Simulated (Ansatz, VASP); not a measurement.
# WC (Qusongite) in two plane-wave programs, part 2 of 2

Wanted: the spread between two codes on one cell, functional and k mesh.

VASP 6.6.1 and Ansatz 0.2.0.

So far: Set-up; VASP: relaxation of cell and atoms, r2SCAN, spin-orbit coupling.

**3. Ansatz: relaxation of cell and atoms, r2SCAN, spin-orbit coupling**

Level of this step: Ansatz beside VASP: Kohn-Sham DFT, plane waves, r2SCAN, spin-orbit coupling (Ansatz).

Ansatz runs on its fully relativistic PAW (standard-fr) files.

The same cell, functional, mesh and smearing now go to Ansatz, which takes its cutoff from its data sets.

Input file input.yaml:

```yaml
crystal:
  lattice:
    - [2.9065, 0.0, 0.0]
    - [-1.45325, 2.5171028361, 0.0]
    - [0.0, 0.0, 2.8366]
  atoms:
    - { symbol: W, position: [0.0, 0.0, 0.0] }
    - { symbol: C, position: [0.6666666667, 0.3333333333, 0.5] }
hamiltonian:
  xc: r2scan
  pseudopotentials: { kind: paw_fr }
magnetization:
  noncollinear: true
  spin_orbit: true
kpoints:
  mp_grid: { grid: [13, 13, 12] }
scf:
  occupations: { method: fermi_dirac, width: 0.05 }
relax:
  f_tol: 0.01
  max_steps: 60
  cell: { stress_tol: 0.05 }
output:
  forces: true
  stress: true
  write_density: true
  write_potential: true
  elf: true
  volumetric_format: npy
```

The run is started by

```sh
$ ansatz run input.yaml --threads 4 --pin off --max-ram 9216MiB --backend cpu --events-out ev --progress --plain --runs-dir out
```

Numbers of over 12 decimals in the logs are rounded to 6 here.

What it wrote:

```text
Engine: ansatz 0.2.0, aarch64-unknown-linux-gnu
Pseudopotentials: kind: paw_fr
Pseudopotential: W, paw_fr, valence charge 14, recommended cutoff 500 eV (meta_gga), W.paw.azcp#standard-fr
Pseudopotential: C, paw_fr, valence charge 4, recommended cutoff 500 eV (meta_gga), C.paw.azcp#standard-fr
Functional definition: r2SCAN
  parameter k0 = 0.174
  parameter k1 = 0.065
  parameter a1 = 4.9479
  exchange = r2scan_x(k0 = k0, k1 = k1, a1 = a1)
  correlation = r2scan_c
non-collinear run that drives no moment, with spin-orbit: no starting moment large enough to seed its density (crystal.atoms[].spin), no starting occupations that ask for one, no magnetisation constraint and no magnetic field, so the semilocal B_xc is pinned to zero
Crystal: 2 atoms, lattice volume = 20.752 Å³
Basis set: ecut = 500 eV, 539 PW (Γ), exchange–correlation on 96×96×96 points (64 copies of the dense FFT grid, shifted against one another)
Bands: 26, of which v1, the nominal top of the filled ones, is band 18 counted from 1 (17 counted from 0)
Symmetry: 12 space group operations + 12 with time reversal
Magnetic group: BNS 187.210 (UNI 1440), of the structure as read, at distance tolerance 2.7e-5 Å
k-points: 147 of 2028 (time reversal used)
Projection manifold: j_resolved (fully-relativistic pseudo-atomic orbitals)
Non-local potential: W, projectors of the file, l = 0: 3, l = 1: 4, l = 2: 4, l = 3: 2
Non-local potential: C, projectors of the file, l = 0: 2, l = 1: 4, l = 2: 2
PAW form: soft (Blöchl's): semilocal exchange-correlation on the pseudo side does not see the compensation charge
PAW frozen core: W, regenerated for the run's functional (the file was generated under x = pbe(κ = 0.804, μ = 0.219515), c = pbe(β = 0.066725))
PAW frozen core: C, regenerated for the run's functional (the file was generated under x = pbe(κ = 0.804, μ = 0.219515), c = pbe(β = 0.066725))
PAW one-centre angular grid: W, 590 points (default); XC on 160 Gauss nodes
PAW one-centre angular grid: C, 302 points (default); XC on 249 of its mesh's 2573 points in the sphere
Initial density: superposition of atomic densities (chi_scale 0.1, normalization cell, long waves kept (reshape's long-wave potential 0.00 eV rms))
Initial wavefunctions: pseudopotential atomic-orbital guess
Functional: x = r2scan, c = r2scan; τ floored in thin density (d = 2e-4 eV/Å³)
SCF iter   1: F=—  HF=-10625.871684 eV  |F-HF|=—  |Δ(HF+E_count)|=         —  Δρ=1.25e-1  dr2=4.29e0  dr2_τ=1.18e-1  dr2_m=0.00e0 (ungated)  ethr=3.10e-3  |M|=0.00e0 ∫|m|=0.00e0 μB  |m|>n=0.0e0 m-floor=0.0e0 τ_xc=0.0e0  β_m=0.30  ⟨swp⟩=6.4  Hψ=20589  notcnv=0
preconditioner: auto → none  [metal: Δε(μ)=0.014 eV  Ē_g=11.327 eV  σ=0.050 eV  W_gap=0.07  n_scr=8 (ndim 8)  ℏωp=25.8 eV  f_vac=0.000  D(μ)=0.14/eV (n_scr^D=0)  sad-step TF]
SCF iter   2: F=—  HF=-10625.350947 eV  |F-HF|=—  |Δ(HF+E_count)|=   5.21e-1  Δρ=7.52e-2  dr2=1.51e0  dr2_τ=1.54e-2  dr2_m=0.00e0 (ungated)  ethr=3.10e-3  |M|=0.00e0 ∫|m|=0.00e0 μB  |m|>n=0.0e0 m-floor=0.0e0 τ_xc=0.0e0  β_m=0.51  ⟨swp⟩=2.1  Hψ=7270  notcnv=0  defer=390
SCF iter   3: F=—  HF=-10625.071030 eV  |F-HF|=—  |Δ(HF+E_count)|=   2.80e-1  Δρ=1.33e-2  dr2=1.56e-2  dr2_τ=7.35e-4  dr2_m=0.00e0 (ungated)  ethr=3.10e-3  |M|=0.00e0 ∫|m|=0.00e0 μB  |m|>n=0.0e0 m-floor=0.0e0 τ_xc=0.0e0  β_m=0.68  ⟨swp⟩=3.6  Hψ=7582  notcnv=0  defer=395
SCF iter   4: F=—  HF=-10625.082058 eV  |F-HF|=—  |Δ(HF+E_count)|=   1.10e-2  Δρ=3.92e-3  dr2=3.06e-3  dr2_τ=7.89e-5  dr2_m=0.00e0 (ungated)  ethr=8.64e-5  |M|=0.00e0 ∫|m|=0.00e0 μB  |m|>n=0.0e0 m-floor=0.0e0 τ_xc=0.0e0  β_m=0.64  ⟨swp⟩=2.8  Hψ=8007  notcnv=0  defer=370
SCF iter   5: F=—  HF=-10625.082040 eV  |F-HF|=—  |Δ(HF+E_count)|=   1.83e-5  Δρ=7.39e-4  dr2=7.79e-5  dr2_τ=6.13e-7  dr2_m=0.00e0 (ungated)  ethr=1.70e-5  |M|=0.00e0 ∫|m|=0.00e0 μB  |m|>n=0.0e0 m-floor=0.0e0 τ_xc=0.0e0  β_m=0.77  ⟨swp⟩=2.4  Hψ=5298  notcnv=0  defer=370
SCF iter   6: F=—  HF=-10625.082063 eV  |F-HF|=—  |Δ(HF+E_count)|=   2.29e-5  Δρ=8.14e-5  dr2=1.16e-6  dr2_τ=3.32e-8  dr2_m=0.00e0 (ungated)  ethr=4.33e-7  |M|=0.00e0 ∫|m|=0.00e0 μB  |m|>n=0.0e0 m-floor=0.0e0 τ_xc=0.0e0  β_m=0.86  ⟨swp⟩=2.4  Hψ=5514  notcnv=0  defer=370
SCF iter   7: F=-10625.082064 eV  HF=-10625.082064 eV  |F-HF|=8.51e-9  |Δ(HF+E_count)|=   4.67e-7  Δρ=8.50e-6  dr2=1.49e-8  dr2_τ=7.39e-10  dr2_m=0.00e0 (ungated)  ethr=5.56e-10  |M|=0.00e0 ∫|m|=0.00e0 μB  |m|>n=0.0e0 m-floor=0.0e0 τ_xc=0.0e0  ⟨swp⟩=9.9  Hψ=23655  notcnv=0
SCF 1 converged in 7 iterations: F = -10625.082064 eV  dr2 = 1.49e-8
  greatest PAW one-centre occupation: 0.999 electrons in one spin orbital (limit 2), on the W atom at site 0 (counted from 0), in its partial waves of l = 0
relax step   1: F+E_penalty+E_count = -10625.08206357 eV  Δ(F+E_penalty+E_count) = +0.000e0 eV  max|allowed force component| = 7.517e-17 eV/Å  Δτ_max = 0.0000 Å  P = +1.026 GPa  Ω = 20.752 Å³  (7 SCF iters, dr2 threshold 1.00e-7 eV, accepted)
[...]
relax step   2: F+E_penalty+E_count = -10625.08102236 eV  Δ(F+E_penalty+E_count) = +1.041e-3 eV  max|allowed force component| = 2.220e-16 eV/Å  Δτ_max = 0.0000 Å  P = -0.865 GPa  Ω = 20.868 Å³  energy of the carried Pulay correction = -6.017e-5 eV  (5 SCF iters, dr2 threshold 2.00e-7 eV, rejected (line search))
[...]
relax step   3: F+E_penalty+E_count = -10625.08235939 eV  Δ(F+E_penalty+E_count) = -2.958e-4 eV  max|allowed force component| = 3.469e-16 eV/Å  Δτ_max = 0.0000 Å  P = +0.075 GPa  Ω = 20.806 Å³  energy of the carried Pulay correction = -2.785e-5 eV  (9 SCF iters, accepted)
[...]
relax step   4: F+E_penalty+E_count = -10625.08235899 eV  Δ(F+E_penalty+E_count) = +3.980e-7 eV  max|allowed force component| = 1.804e-16 eV/Å  Δτ_max = 0.0000 Å  P = +0.011 GPa  Ω = 20.809 Å³  energy of the carried Pulay correction = -2.947e-5 eV  (3 SCF iters, dr2 threshold 4.52e-8 eV, accepted)
[...]
relax step   5: F+E_penalty+E_count = -10625.08238414 eV  Δ(F+E_penalty+E_count) = -2.515e-5 eV  max|allowed force component| = 1.665e-16 eV/Å  Δτ_max = 0.0000 Å  P = +0.012 GPa  Ω = 20.809 Å³  stress off target by 2.31e-2 GPa  SCF on the basis re-selected at this cell (its energy is not comparable with the rows above)  (4 SCF iters)
basis re-selected at this cell: Δ(F+E_penalty+E_count) = -2.515e-5 eV, ΔP = +0.001 GPa vs the last step (what re-selecting the basis moved, of the pressure what is left beyond the Pulay correction that the steps carried, after the strain that the cell walked since its last selection, with what the two solves' SCF thresholds leave and, on support functions, any second-order correction that the steps lacked; it is no m [...]
SCF converged after 4 iterations
Magnetization: |M| = 0.0000 μB,  M = (+0.0000, +0.0000, +0.0000) μB
Absolute magnetization: 0.0000 μB (∫|m|)
  site 0: m = (+0.0000, +0.0000, +0.0000) μB, |m| = 0.0000 μB  (R = 0.91 Å)
  site 1: m = (+0.0000, +0.0000, +0.0000) μB, |m| = 0.0000 μB  (R = 0.91 Å)
Free energy (F): -10625.082384 eV
Harris-Foulkes:  -10625.082384 eV  (|F-HF|=5.46e-12)
Internal energy: -10625.080121 eV  (E = F + TS)
E sigma→0 (E₀):  -10625.081253 eV
Entropy (-TS):   -0.002263 eV (-1.132 meV/atom)
Fermi energy:    20.447159 eV
--- Per-component energies (eV) ---
  E_band       = -78.701578
  E_kinetic    = 542.490999
  E_local      = -666.804720  (includes V_loc(G=0)·N_el)
  E_nonlocal   = 20.844587
  E_hartree    = 236.324779
  E_xc         = -297.677114
  E_vxc        = -326.956648  (∫ρ·V_xc dr)
  E_paw        = -8665.058509  (= ΣΔE_a)
  E_vpaw       = -137.628256  (= ΣTr[D̂ρ^β])
  E_aug_tail   = -0.000044  (compensation charges beyond the density's cutoff)
  E_vtau       = 16.702961  (kinetic-family band-sum trace: ∫τ·v_τ [+ j·A + Jᵃ·Aᵃ] dr)
  E_ewald      = -1794.565297
  E_core_change = -0.634803  (= ΣΔE_core)
  E_smearing   = -0.002263  (= −TS)
  E_closure    = -0.000000  (closes the sum)
  Σ components = -10625.082384   (vs F -10625.082384, Δ=0.00e0)
--- Forces (eV/Å), atoms counted from 1 ---
  atom   1  W     -0.00000000     0.00000000     0.00000000
  atom   2  C     -0.00000000     0.00000000     0.00000000
  max |Σ_I F_I| component: 5.55e-16 eV/Å
--- Stress (GPa, compression-positive) ---
        0.006135       0.000000       0.000000
        0.000000       0.006135       0.000000
        0.000000       0.000000       0.023077
  P = ⅓ Tr σ = 0.0118 GPa (0.118 kbar)
--- Band table (eV; the first three rows and the last of 147) ---
  k-point 0: bands = [... 14 lower, 17.0778, 17.0778, 20.4961, 20.4961, 23.6434, 23.6434, 24.0463, 24.0463, ... 4 higher]
  k-point 1: bands = [... 14 lower, 17.1558, 17.1558, 20.4715, 20.4715, 23.1088, 23.1088, 23.2085, 23.6163, ... 4 higher]
  k-point 2: bands = [... 14 lower, 17.3762, 17.3762, 20.6448, 20.6448, 22.0099, 22.1192, 22.1192, 22.5143, ... 4 higher]
  k-point 146: bands = [... 14 lower, 18.4268, 18.6562, 19.5923, 19.7904, 24.9790, 25.0592, 26.9718, 27.2203, ... 4 higher]
--- Relaxed structure (4 steps of the walk, 3 accepted, 1 SCFs on fresh bases) ---
  F+E_penalty+E_count = -10625.08238414 eV   max|allowed force component| = 1.665e-16 eV/Å   (the final SCF, on the basis selected at the relaxed cell)
  cell:  # Å, volume = 20.8090 Å³
    - [2.911297, 5.325568825242985e-19, 0]
    - [-1.455648, 2.521257, 0]
    - [0, 0, 2.834962]
  atoms:
    - { symbol: W, position: [-3.700743415524894e-17, 0, 0] }
    - { symbol: C, position: [0.666667, 0.333333, 0.5] }
```

Elapsed: 39 s, on 4 threads of Arm Neoverse V2, shared host; peak memory 0.66 GiB.

**4. Differences**

Known differences besides the potentials themselves: spin-orbit coupling enters by fully relativistic files in Ansatz and inside the spheres in VASP; VASP keeps PBE cores, Ansatz makes them for the functional; both relaxations stop at a tolerance, which leaves soft axes loose, and VASP keeps its plane-wave basis; the data sets hold 18 valence electrons in Ansatz (fully relativistic PAW (standard-fr) files) and 10 in VASP; the cutoff is 500 eV in Ansatz and 520 eV in VASP; Ansatz adds a Pulay correction to the stress that steers its cell, VASP none. Total energies have different zeros and are not compared.

Both answers:

| quantity | Ansatz | VASP | difference |
| --- | --- | --- | --- |
| volume (Å³) | 20.81 | 20.75 | +0.28 % |
| edge a after relaxation, in the typed setting (Å) | 2.911 | 2.908 | +0.12 % |
| edge c after relaxation, in the typed setting (Å) | 2.835 | 2.834 | +0.05 % |

The walks stopped with 0.01 GPa left in Ansatz and 0.09 GPa in VASP; each walk ends within a tolerance, so the volume difference is uncertain by about these residues over the bulk modulus, most in soft cells.

**5. Summary of results**

| Item | Value |
| --- | --- |
| difference in volume (relaxation of cell and atoms, r2SCAN, spin-orbit coupling) | 0.28 % |

What this shows: The difference in volume is 0.28 % (relaxation of cell and atoms, r2SCAN, spin-orbit coupling), within the 1.2 % picked in this series as the mark of a large difference, as far as the stopping tolerances let one tell. How closely two codes agree says nothing of how well the functional describes the real material.

[Lines on the potential files, build, host, timing and source positions are cut from VASP's logs without a mark.]

[Logs are printed without paths, hosts, clocks, repeated set-up lines and the standing remarks that a program may print on its own settings, such as how far it seeks lower states.]

[Hosts, paths, dates, database ids (printed as entryN), source tags and the programs' standing remarks are cut or masked in the printed files.]
